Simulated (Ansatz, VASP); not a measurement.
**One calculation of ZrSnTe4, two programs**

INCAR

```
PREC = Accurate ; ENCUT = 520
EDIFF = 1E-7 ; ISMEAR = 0
SIGMA = 0.1 ; LREAL = F
LASPH = T ; NELM = 100
ALGO = Normal ; ISIF = 2
LWAVE = F ; LCHARG = T
GGA = PE ; LELF = T
LVHAR = T ; NBANDS = 34
```

KPOINTS

```
regular mesh
0
Gamma
  4 4 4
```

POSCAR

```
ZrSnTe4
1.0
    0.0000000000      4.6149928100      4.6149928100
    4.6149928100      0.0000000000      4.6149928100
    4.6149928100      4.6149928100      0.0000000000
Zr Sn Te
1 1 4
Direct
    0.0000000000      0.0000000000      0.0000000000
    0.2500000000      0.2500000000      0.2500000000
    0.6251780600      0.1244658300      0.6251780600
    0.1244658300      0.6251780600      0.6251780600
    0.6251780600      0.6251780600      0.6251780600
    0.6251780600      0.6251780600      0.1244658300
```

Input for Ansatz:

```yaml
crystal:
  lattice:
    - [0.0, 4.61499281, 4.61499281]
    - [4.61499281, 0.0, 4.61499281]
    - [4.61499281, 4.61499281, 0.0]
  atoms:
    - { symbol: Zr, position: [0.0, 0.0, 0.0] }
    - { symbol: Sn, position: [0.25, 0.25, 0.25] }
    - { symbol: Te, position: [0.62517806, 0.12446583, 0.62517806] }
    - { symbol: Te, position: [0.12446583, 0.62517806, 0.62517806] }
    - { symbol: Te, position: [0.62517806, 0.62517806, 0.62517806] }
    - { symbol: Te, position: [0.62517806, 0.62517806, 0.12446583] }
basis:
  ecutwfc: 420
kpoints:
  mp_grid: { grid: [4, 4, 4] }
hamiltonian:
  xc: pbe
scf:
  occupations: { method: gaussian, width: 0.1 }
  lower_state_search: "off"
output:
  forces: true
  stress: true
  eigenvalues: true
```

Change from the starting cell: species swapped into the HfZrFe4 type (F-43m, No. 216).

Alike in both runs: task single point; functional PBE; k mesh 4 × 4 × 4; occupations gaussian, width 0.1 eV; no spin polarisation.

```csv
,VASP,Ansatz
version,VASP 6.6.1,Ansatz 0.2.0
potentials or method,"VASP PAW PBE potentials, release 64 (Zr_sv, Sn_d, Te)","scalar-relativistic, plane waves, PAW"
plane-wave cutoff (eV),520,420
valence electrons in the cell,50,90
```

|  | VASP | Ansatz | Ansatz less VASP |
| --- | --- | --- | --- |
| gap on the k mesh at the Fermi level (eV) | none | none | - |
| pressure (GPa) | -4.4 | -4.4 | +0.05 |
| rms of the force components (eV/Å) | 0.055 | 0.055 | -0.0002 |

Atom by atom the forces differ by 0.000 eV/Å (rms over components). A gap of «none» marks a metal or a gap that the smearing closes. The two sets of potentials don't hold the same shells in valence.

The runs have no spin-orbit coupling, so splittings on Te are missing.
